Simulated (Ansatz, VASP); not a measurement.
# Mg2C: VASP beside Ansatz, part 2 of 2

One calculation is typed for both programs; each brings its own data sets. How far apart do they land? The cell is generated by rule, not measured, and may not be a known phase. The cell is taken from a series of runs on this material, whose earlier steps may have relaxed, scaled, displaced or heated it; both programs get it as it stands.

VASP 6.6.1 and Ansatz 0.2.0.

So far: Set-up; VASP: zone-centre phonons, PBE.

## (2) VASP: zone-centre phonons, PBE (continued)

Level of this step: PBE; plane waves and PAW (C, Mg); invented cell (VASP).

Numbers of over 12 decimals in the logs are rounded to 6 here.

OUTCAR, selected parts (step 2):

```text
ion  position               nearest neighbor table
   1  0.093  0.093  0.907-   3 2.21   5 2.21   6 2.21   4 2.29   5 2.68   6 2.68   3 2.68
   2  0.534  0.534  0.466-   4 2.02   3 2.12   5 2.12   6 2.12
   3  0.219  0.219  0.344-   2 2.12   1 2.21   1 2.68   4 2.82   5 2.89   6 2.89   5 3.23   6 3.23
                             6 3.23   5 3.23   4 3.40   4 3.40
   4  0.796  0.796  0.204-   2 2.02   1 2.29   3 2.82   5 2.82   6 2.82   6 3.40   5 3.40   3 3.40
                             5 3.40   3 3.40   6 3.40
   5  0.656  0.219  0.781-   2 2.12   1 2.21   1 2.68   4 2.82   6 2.89   3 2.89   3 3.23   3 3.23
                             6 3.23   6 3.23   4 3.40   4 3.40
   6  0.219  0.656  0.781-   2 2.12   1 2.21   1 2.68   4 2.82   5 2.89   3 2.89   3 3.23   3 3.23
                             5 3.23   5 3.23   4 3.40   4 3.40

  LATTYP: Found a trigonal (rhomboedric) cell.
 ALAT       =     4.6074340984
 COS(alpha) =    -0.0327755136

 Subroutine GETGRP returns: Found  6 space group operations
 (whereof  6 operations were pure point group operations)

The static configuration has the point symmetry C_3v.

 Found     32 irreducible k-points:

   k-points           NKPTS =     32   k-points in BZ     NKDIM =     32   number of bands    NBANDS=     14

   dimension x,y,z NGX =    40 NGY =   40 NGZ =   40
   dimension x,y,z NGXF=    80 NGYF=   80 NGZF=   80

   ENCUT  =  600.0 eV  44.10 Ry    6.64 a.u.   9.20  9.20  9.20*2*pi/ulx,y,z

   NELECT =      16.0000    total number of electrons

 k-points in reciprocal lattice and weights: Automatic mesh
   0.00000000  0.00000000  0.00000000       0.005
   0.16666667  0.00000000  0.00000000       0.028
   0.33333333  0.00000000 -0.00000000       0.028
   0.50000000  0.00000000  0.00000000       0.014
   0.16666667  0.16666667 -0.00000000       0.028
   0.33333333  0.16666667 -0.00000000       0.056
   0.50000000  0.16666667 -0.00000000       0.056
  -0.33333333  0.16666667 -0.00000000       0.056
  -0.16666667  0.16666667  0.00000000       0.028
[...]
-0.33333333 -0.33333333  0.33333333       0.009
   0.50000000  0.50000000  0.50000000       0.005

 average (electrostatic) potential at core
       1 -51.0084       2 -50.4811       3 -38.1092       4 -38.2002       5 -38.1092
       6 -38.1092

[...]
2.45283      2.45283      2.22950        -0.004229     -0.004229      0.004229
      1.01917      1.01917      1.61971         0.001320      0.001320      0.003606
      3.62096      3.62096      1.06137         0.006185      0.006185     -0.006185
      3.06262      1.01917      3.66316        -0.003606      0.001320     -0.001320
      1.01917      3.06262      3.66316         0.001320     -0.003606     -0.001320
 -----------------------------------------------------------------------------------
    total drift:                               -0.000144     -0.000144      0.000144

 Eigenvectors and eigenvalues of the dynamical matrix
 ----------------------------------------------------

   1 f  =   21.683455 THz   136.241163 2PiTHz  723.282190 cm-1    89.675522 meV
             X         Y         Z           dx          dy          dz
      0.492098  0.492098  4.190233     0.021578    0.021578   -0.021578
      2.452834  2.452834  2.229496    -0.514107   -0.514107    0.514107
      1.019171  1.019171  1.619713     0.076059    0.076059    0.041016
      3.620963  3.620963  1.061368     0.235180    0.235180   -0.235180
      3.062618  1.019171  3.663159    -0.041016    0.076059   -0.076059
      1.019171  3.062618  3.663159     0.076059   -0.041016   -0.076059

   2 f  =   14.610667 THz    91.801529 2PiTHz  487.359396 cm-1    60.424837 meV
             X         Y         Z           dx          dy          dz
      0.492098  0.492098  4.190233     0.315405    0.014619    0.330024
      2.452834  2.452834  2.229496     0.336855    0.015613    0.352468
      1.019171  1.019171  1.619713    -0.317642   -0.334571   -0.262920
      3.620963  3.620963  1.061368     0.077747    0.003604    0.081351
      3.062618  1.019171  3.663159    -0.251274    0.321361   -0.301962
      1.019171  3.062618  3.663159     0.032609   -0.011646    0.003719

   3 f  =   14.610667 THz    91.801529 2PiTHz  487.359396 cm-1    60.424837 meV
             X         Y         Z           dx          dy          dz
      0.492098  0.492098  4.190233    -0.198979    0.372638    0.173659
      2.452834  2.452834  2.229496    -0.212512    0.397981    0.185469
      1.019171  1.019171  1.619713    -0.187685   -0.155511   -0.138349
      3.620963  3.620963  1.061368    -0.049048    0.091855    0.042807
      3.062618  1.019171  3.663159     0.158521   -0.181243    0.211992
      1.019171  3.062618  3.663159     0.367503   -0.296870   -0.368928

   4 f  =   13.487299 THz    84.743198 2PiTHz  449.887862 cm-1    55.778961 meV
             X         Y         Z           dx          dy          dz
      0.492098  0.492098  4.190233     0.088979    0.088979   -0.088979
      2.452834  2.452834  2.229496    -0.043625   -0.043625    0.043625
      1.019171  1.019171  1.619713     0.275238    0.275238    0.256090
      3.620963  3.620963  1.061368    -0.326220   -0.326220    0.326220
      3.062618  1.019171  3.663159    -0.256090    0.275238   -0.275238
      1.019171  3.062618  3.663159     0.275238   -0.256090   -0.275238

   5 f  =   12.757768 THz    80.159423 2PiTHz  425.553345 cm-1    52.761867 meV
             X         Y         Z           dx          dy          dz
      0.492098  0.492098  4.190233     0.378146    0.265850    0.643995
      2.452834  2.452834  2.229496    -0.252030   -0.177186   -0.429216
      1.019171  1.019171  1.619713     0.127612    0.136858   -0.125047
      3.620963  3.620963  1.061368    -0.046220   -0.032494   -0.078714
      3.062618  1.019171  3.663159    -0.073426   -0.115101    0.040193
      1.019171  3.062618  3.663159    -0.096665   -0.051621    0.012512

   6 f  =   12.757768 THz    80.159423 2PiTHz  425.553345 cm-1    52.761867 meV
             X         Y         Z           dx          dy          dz
      0.492098  0.492098  4.190233    -0.525299    0.590133    0.064834
      2.452834  2.452834  2.229496     0.350106   -0.393317   -0.043211
      1.019171  1.019171  1.619713     0.059230   -0.032604   -0.012589
      3.620963  3.620963  1.061368     0.064206   -0.072131   -0.007925
      3.062618  1.019171  3.663159     0.101999    0.080900   -0.134824
      1.019171  3.062618  3.663159    -0.102220   -0.114588    0.140130

   7 f  =    9.988054 THz    62.756796 2PiTHz  333.165632 cm-1    41.307255 meV
             X         Y         Z           dx          dy          dz
      0.492098  0.492098  4.190233    -0.485685   -0.485685    0.485685
      2.452834  2.452834  2.229496     0.109589    0.109589   -0.109589
      1.019171  1.019171  1.619713     0.120656    0.120656    0.155940
      3.620963  3.620963  1.061368     0.178886    0.178886   -0.178886
      3.062618  1.019171  3.663159    -0.155940    0.120656   -0.120656
      1.019171  3.062618  3.663159     0.120656   -0.155940   -0.120656

   8 f  =    8.058109 THz    50.630589 2PiTHz  268.789568 cm-1    33.325644 meV
             X         Y         Z           dx          dy          dz
      0.492098  0.492098  4.190233    -0.090773    0.071370   -0.019403
      2.452834  2.452834  2.229496     0.092964   -0.073093    0.019872
      1.019171  1.019171  1.619713     0.377993   -0.301453   -0.102117
      3.620963  3.620963  1.061368    -0.273420    0.214976   -0.058445
      3.062618  1.019171  3.663159    -0.477733   -0.287919    0.070156
      1.019171  3.062618  3.663159     0.371609    0.375615    0.090074

   9 f  =    8.058109 THz    50.630589 2PiTHz  268.789568 cm-1    33.325644 meV
             X         Y         Z           dx          dy          dz
      0.492098  0.492098  4.190233     0.030003    0.063610    0.093614
      2.452834  2.452834  2.229496    -0.030727   -0.065146   -0.095873
      1.019171  1.019171  1.619713    -0.114226   -0.255053    0.492681
      3.620963  3.620963  1.061368     0.090373    0.191602    0.281976
      3.062618  1.019171  3.663159     0.157904   -0.270238   -0.388592
      1.019171  3.062618  3.663159    -0.133539    0.334776   -0.384464

  10 f  =    6.702409 THz    42.112478 2PiTHz  223.568302 cm-1    27.718924 meV
             X         Y         Z           dx          dy          dz
      0.492098  0.492098  4.190233     0.236764    0.236764   -0.236764
      2.452834  2.452834  2.229496     0.148597    0.148597   -0.148597
      1.019171  1.019171  1.619713    -0.061208   -0.061208    0.418249
      3.620963  3.620963  1.061368     0.269759    0.269759   -0.269759
      3.062618  1.019171  3.663159    -0.418249   -0.061208    0.061208
      1.019171  3.062618  3.663159    -0.061208   -0.418249    0.061208

  11 f  =    4.651069 THz    29.223527 2PiTHz  155.142957 cm-1    19.235266 meV
             X         Y         Z           dx          dy          dz
      0.492098  0.492098  4.190233     0.071622   -0.164640   -0.093018
      2.452834  2.452834  2.229496     0.104766   -0.240829   -0.136063
      1.019171  1.019171  1.619713     0.017591    0.007621   -0.216170
      3.620963  3.620963  1.061368    -0.285385    0.656023    0.370638
      3.062618  1.019171  3.663159     0.166447    0.004270   -0.015143
      1.019171  3.062618  3.663159    -0.022763   -0.382617    0.021860

  12 f  =    4.651069 THz    29.223527 2PiTHz  155.142957 cm-1    19.235266 meV
             X         Y         Z           dx          dy          dz
      0.492098  0.492098  4.190233    -0.148759    0.012353   -0.136406
      2.452834  2.452834  2.229496    -0.217599    0.018069   -0.199530
      1.019171  1.019171  1.619713     0.015086    0.021885   -0.317002
      3.620963  3.620963  1.061368     0.592743   -0.049221    0.543522
      3.062618  1.019171  3.663159    -0.345709   -0.022777    0.017542
      1.019171  3.062618  3.663159    -0.004343    0.028708   -0.007691

  13 f  =    3.821687 THz    24.012366 2PiTHz  127.477750 cm-1    15.805220 meV
             X         Y         Z           dx          dy          dz
      0.492098  0.492098  4.190233     0.000000    0.000000    0.000000
      2.452834  2.452834  2.229496    -0.000000    0.000000    0.000000
      1.019171  1.019171  1.619713     0.408248   -0.408248    0.000000
      3.620963  3.620963  1.061368    -0.000000   -0.000000   -0.000000
      3.062618  1.019171  3.663159     0.000000    0.408248    0.408248
      1.019171  3.062618  3.663159    -0.408248    0.000000   -0.408248
    [... 43 further lines ...]
      3.062618  1.019171  3.663159    -0.258494   -0.258499    0.258499
      1.019171  3.062618  3.663159    -0.258499   -0.258494    0.258499

 ELASTIC MODULI CONTR FROM IONIC RELAXATION (kBar)
 Direction    XX          YY          ZZ          XY          YZ          ZX
 --------------------------------------------------------------------------------
 XX       -2478.3851    937.6305    937.6305   -551.9763  -1055.0257    568.9360
 YY         937.6305  -2478.3851    937.6305   -568.9360    551.9763  -1055.0257
 ZZ         937.6305    937.6305  -2478.3851   1055.0257    568.9360    551.9763
 XY        -551.9763   -568.9360   1055.0257   -810.5217   -345.5696   -345.5696
 YZ       -1055.0257    551.9763    568.9360   -345.5696   -810.5217    345.5696
 ZX         568.9360  -1055.0257    551.9763   -345.5696    345.5696   -810.5217
 --------------------------------------------------------------------------------
```

The gap is under twice the smearing width, so the edge states are partly filled and the run can't tell a small gap from a semimetal. Methfessel-Paxton smearing is not meant for a cell with a gap.

## (3) Ansatz: zone-centre phonons, PBE

Ansatz runs on its default PAW (the set named soft_2) files.

The same cell, functional, mesh and smearing now go to Ansatz, which takes its cutoff from its data sets.

input.yaml reads:

```yaml
crystal:
  lattice:
    - [4.6061751583, -0.0761557024, 0.0761557024]
    - [-0.0761557024, 4.6061751583, 0.0761557024]
    - [0.0761557024, 0.0761557024, 4.6061751583]
  atoms:
    - { symbol: C, position: [0.0933890622, 0.0933890622, -0.0933890622] }
    - { symbol: C, position: [0.5336217701, 0.5336217701, 0.4663782299] }
    - { symbol: Mg, position: [0.2191920077, 0.2191920077, 0.3443915603] }
    - { symbol: Mg, position: [0.7958948698, 0.7958948698, 0.2041051302] }
    - { symbol: Mg, position: [0.6556084397, 0.2191920077, 0.7808079923] }
    - { symbol: Mg, position: [0.2191920077, 0.6556084397, 0.7808079923] }
kpoints:
  mp_grid: { grid: [6, 6, 6] }
hamiltonian:
  xc: pbe
scf:
  occupations: { method: methfessel_paxton, width: 0.15 }
output:
  eigenvalues: true
phonons:
  method: dfpt
```

Run with:

```
$ ansatz run input.yaml --threads 8 --pin off --max-ram 14336MiB --backend cpu --events-out ev --progress --plain --runs-dir out
```

The program printed:

```text
Engine: ansatz 0.2.0, aarch64-unknown-linux-gnu
Pseudopotentials: kind: paw
Pseudopotential: C, paw, valence charge 4, recommended cutoff 420 eV (normal), C.paw.azcp
Pseudopotential: Mg, paw, valence charge 10, recommended cutoff 420 eV (normal), Mg.paw.azcp
Functional definition: PBE
  parameter kappa = 0.804
  parameter beta = 0.066725
  exchange = pbe_x(kappa = kappa, mu = beta*pi^2/3)
  correlation = pbe_c(beta = beta)
Crystal: 6 atoms, lattice volume = 97.647 Å³
Basis set: ecut = 420 eV, 1905 PW (Γ), exchange–correlation on 64×64×64 points (8 copies of the dense FFT grid, shifted against one another)
Bands: 30, of which v1, the nominal top of the filled ones, is band 24 counted from 1 (23 counted from 0)
Symmetry: 6 space group operations
k-points: 112 of 216 (irreducible under 1 space group operation, time reversal used)
Non-local potential: C, projectors of the file, l = 0: 2, l = 1: 2, l = 2: 1
Non-local potential: Mg, projectors of the file, l = 0: 3, l = 1: 2, l = 2: 1
PAW form: soft (Blöchl's): semilocal exchange-correlation on the pseudo side does not see the compensation charge
PAW one-centre angular grid: C, 110 points (default); XC on 64 Gauss nodes
PAW one-centre angular grid: Mg, 110 points (default); XC on 64 Gauss nodes
Initial density: superposition of atomic densities (neutral atoms: chi_scale 0, normalization atom), corrected by the library's trained network
Initial wavefunctions: pseudopotential atomic-orbital guess
Functional: x = pbe(κ = 0.804, μ = 0.219515), c = pbe(β = 0.066725)
SCF iter   1: F=—  HF=-8193.462491 eV  |F-HF|=—  |Δ(HF+E_count)|=         —  Δρ=3.01e-3  dr2=1.31e-2  ethr=1.77e-3  ⟨swp⟩=5.7  Hψ=14555  notcnv=0
preconditioner: auto → Kerker (q_TF=auto, 2.424 Å⁻¹)  [metal: Δε(μ)=0.076 eV  Ē_g=7.201 eV  σ=0.150 eV  W_gap=0.40  n_scr=24 (ndim 8)  ℏωp=15.0 eV  f_vac=0.000  D(μ)=0.68/eV (n_scr^D=0)]
SCF iter   2: F=—  HF=-8193.460900 eV  |F-HF|=—  |Δ(HF+E_count)|=   1.59e-3  S|Δr|=    0.00e0  Δρ=1.26e-3  dr2=1.53e-3  ethr=2.74e-5  ⟨swp⟩=1.4  Hψ=4422  notcnv=0
SCF iter   3: F=—  HF=-8193.460945 eV  |F-HF|=—  |Δ(HF+E_count)|=   4.46e-5  S|Δr|=    0.00e0  Δρ=6.31e-4  dr2=5.23e-4  ethr=3.18e-6  ⟨swp⟩=1.2  Hψ=3177  notcnv=0
SCF iter   4: F=—  HF=-8193.460956 eV  |F-HF|=—  |Δ(HF+E_count)|=   1.17e-5  S|Δr|=    0.00e0  Δρ=1.98e-4  dr2=5.84e-5  ethr=1.09e-6  ⟨swp⟩=2.0  Hψ=3637  notcnv=0
SCF iter   5: F=—  HF=-8193.460952 eV  |F-HF|=—  |Δ(HF+E_count)|=   4.58e-6  S|Δr|=    0.00e0  Δρ=6.80e-5  dr2=5.16e-6  ethr=1.22e-7  ⟨swp⟩=2.0  Hψ=3954  notcnv=0
SCF iter   6: F=—  HF=-8193.460951 eV  |F-HF|=—  |Δ(HF+E_count)|=   3.91e-7  S|Δr|=    0.00e0  Δρ=1.38e-5  dr2=1.58e-7  ethr=1.07e-8  ⟨swp⟩=2.0  Hψ=4023  notcnv=0
SCF iter   7: F=—  HF=-8193.460952 eV  |F-HF|=—  |Δ(HF+E_count)|=   6.76e-7  S|Δr|=    0.00e0  Δρ=3.83e-6  dr2=1.98e-8  ethr=3.29e-10  ⟨swp⟩=2.0  Hψ=4055  notcnv=0
SCF iter   8: F=—  HF=-8193.460952 eV  |F-HF|=—  |Δ(HF+E_count)|=  2.91e-11  S|Δr|=    0.00e0  Δρ=1.12e-6  dr2=1.22e-9  ethr=4.12e-11  ⟨swp⟩=2.4  Hψ=5785  notcnv=0
SCF iter   9: F=—  HF=-8193.460952 eV  |F-HF|=—  |Δ(HF+E_count)|=  1.31e-10  S|Δr|=    0.00e0  Δρ=3.80e-7  dr2=2.31e-10  ethr=2.53e-12  ⟨swp⟩=2.0  Hψ=5735  notcnv=0
SCF iter  10: F=—  HF=-8193.460952 eV  |F-HF|=—  |Δ(HF+E_count)|=  3.64e-12  S|Δr|=    0.00e0  Δρ=1.09e-7  dr2=1.90e-11  ethr=1.00e-12  ⟨swp⟩=1.3  Hψ=3200  notcnv=0
SCF iter  11: F=-8193.460952 eV  HF=-8193.460952 eV  |F-HF|=1.82e-12  |Δ(HF+E_count)|=  3.64e-12  S|Δr|=    0.00e0  Δρ=2.85e-8  dr2=1.25e-12  ethr=1.00e-12  ⟨swp⟩=8.8  Hψ=15356  notcnv=0
SCF 1 converged in 11 iterations: F = -8193.460952 eV  dr2 = 1.25e-12
  greatest PAW one-centre occupation: 1.000 electrons in one spin orbital (limit 2), on the Mg atom at site 3 (counted from 0), in its partial waves of l = 0
DFPT response loops at Γ: preconditioner auto → Kerker (q_TF=auto, 2.424 Å⁻¹) (partly filled bands, converged f_vac=0.000); β = 1.00, the filter's whole step (`scf.mixing.beta` (0.50) is not read by the response loops under this deck's `scf.mixing.preconditioner`; to damp them name `kerker` or `kerker_dos`, under which they read `scf.mixing.beta`, and type it under 1.00, their step now; both keys bind the ground state too); Broyden in place of MSR1
SCF converged after 11 iterations
Stability not checked: this state was not tested for a lower state beside it, because cold or Methfessel-Paxton smearing, or corrected tetrahedra, fill the levels in a way that the test cannot read (fill_not_monotonic; see scf.lower_state_search)
Free energy (F): -8193.460952 eV
Harris-Foulkes:  -8193.460952 eV  (|F-HF|=1.82e-12)
Internal energy: -8193.467806 eV  (E = F + TS)
E sigma→0 (E₀):  -8193.462666 eV
Entropy (-TS):   0.006854 eV (1.142 meV/atom)
Fermi energy:    5.776434 eV
Step filling:    the computed levels leave a gap of 0.0578 eV = 0.4 smearing widths at the electron count; against every level under it full and every level over it empty, smearing changes F+E_penalty+E_count by +1.886 meV and its σ→0 estimate by +0.172 meV
--- Per-component energies (eV) ---
  E_band       = -1375.373396
  E_kinetic    = 471.005048
  E_local      = -6596.415216  (includes V_loc(G=0)·N_el)
  E_nonlocal   = 435.703076
  E_hartree    = 2350.131671
  E_xc         = -210.317885
  E_vxc        = -266.417680  (∫ρ·V_xc dr)
  E_paw        = -1364.598073  (= ΣΔE_a)
  E_vpaw       = -119.511956  (= ΣTr[D̂ρ^β])
  E_aug_tail   = -0.000006  (compensation charges beyond the density's cutoff)
  E_ewald      = -3278.976422
  E_smearing   = 0.006854  (= −TS)
  E_closure    = -0.000000  (closes the sum)
  Σ components = -8193.460952   (vs F -8193.460952, Δ=0.00e0)
--- Band table (eV; the first three rows and the last of 112) ---
  k-point 0: bands = [... 20 lower, 3.9505, 5.3606, 5.6146, 5.6146, 5.8233, 6.8529, 6.8529, 12.0620, ... 2 higher]
  k-point 1: bands = [... 20 lower, 4.0589, 4.5130, 5.5926, 5.6346, 6.7077, 6.9535, 7.5151, 10.8233, ... 2 higher]
  k-point 2: bands = [... 20 lower, 4.0022, 4.3431, 5.2636, 5.4340, 7.3475, 7.8286, 8.5979, 9.4071, ... 2 higher]
  k-point 111: bands = [... 20 lower, 2.9645, 3.5493, 3.5493, 3.6010, 9.3749, 9.5225, 9.5225, 10.9047, ... 2 higher]
--- Phonons (Γ-DFPT): 5 representative perturbations + reference, on 112 of 216 k-points (Σ response iterations 15) ---
  k mesh reduced under 1 symmetry operation, with k and −k counted as one. Each operation leaves every solved perturbation unchanged. A smaller set is not used because it would not reduce the number of displacements times k-points to solve
  ASR residual: 6.088e-5 → 0.000e0 eV/Å²; symmetrization residual: 7.802e-7 eV/Å²
  ASR residual per site (eV/Å²): 3.46e-5 1.74e-5 6.09e-5 1.21e-5 6.09e-5 6.09e-5
  Γ frequencies (cm⁻¹): 0.00 0.00 0.00 93.81 93.81 127.85 154.30 154.30 223.30 268.78 268.78 332.35 423.60 423.60 448.25 485.08 485.08 719.40
  non-analytic LO–TO correction: not included (Born effective charges unavailable; polar crystals: no LO–TO splitting at Γ)
```

## (4) Differences

Known differences besides the potentials themselves: the data sets hold 48 valence electrons in Ansatz (on its default PAW (the set named soft_2) files) and 16 in VASP; the cutoff is 420 eV in Ansatz and 600 eV in VASP. Total energies have different zeros and are not compared.

Compared:

| quantity | Ansatz | VASP | difference |
| --- | --- | --- | --- |
| optical mode 1 to 2 (cm⁻¹) | 93.8 | 93.7 | +0.08 % |
| optical mode 3 (cm⁻¹) | 127.8 | 127.5 | +0.29 % |
| optical mode 4 to 5 (cm⁻¹) | 154.3 | 155.1 | -0.54 % |
| optical mode 6 (cm⁻¹) | 223.3 | 223.6 | -0.12 % |
| optical mode 7 to 8 (cm⁻¹) | 268.8 | 268.8 | +0.00 % |
| optical mode 9 (cm⁻¹) | 332.4 | 333.2 | -0.24 % |
| optical mode 10 to 11 (cm⁻¹) | 423.6 | 425.6 | -0.46 % |
| optical mode 12 (cm⁻¹) | 448.2 | 449.9 | -0.36 % |
| optical mode 13 to 14 (cm⁻¹) | 485.1 | 487.4 | -0.47 % |
| optical mode 15 (cm⁻¹) | 719.4 | 723.3 | -0.54 % |

Modes are paired by rising frequency, not by their patterns, so a pair may set unlike modes beside each other; they are those without the splitting of longitudinal modes.

## (5) What came out

```
r.m.s. difference of the optical zone-centre modes, each program's sorted by frequency (zone-centre phonons, PBE) : 1.6 cm⁻¹
difference in optical mode 4 to 5 (zone-centre phonons, PBE)                                                      : -0.5 %
```

The r.m.s. difference of the optical zone-centre modes, each program's sorted by frequency is 1.6 cm⁻¹ (zone-centre phonons, PBE). The data sets hold unlike numbers of valence electrons (48 in Ansatz and 16 in VASP), so part of the differences comes from the potentials. Among the rows given in per cent, the largest difference of the zone-centre phonons, PBE pair is in optical mode 4 to 5, -0.5 %. How closely two codes agree says nothing of how well the functional describes the real material.

[Lines on the potential files, build, host, timing and source positions are cut from VASP's logs without a mark.]

[Logs are printed without paths, hosts, clocks, repeated set-up lines and the standing remarks that a program may print on its own settings, such as how far it seeks lower states.]

[Hosts, paths, dates, database ids (printed as entryN), source tags and the programs' standing remarks are cut or masked in the printed files.]
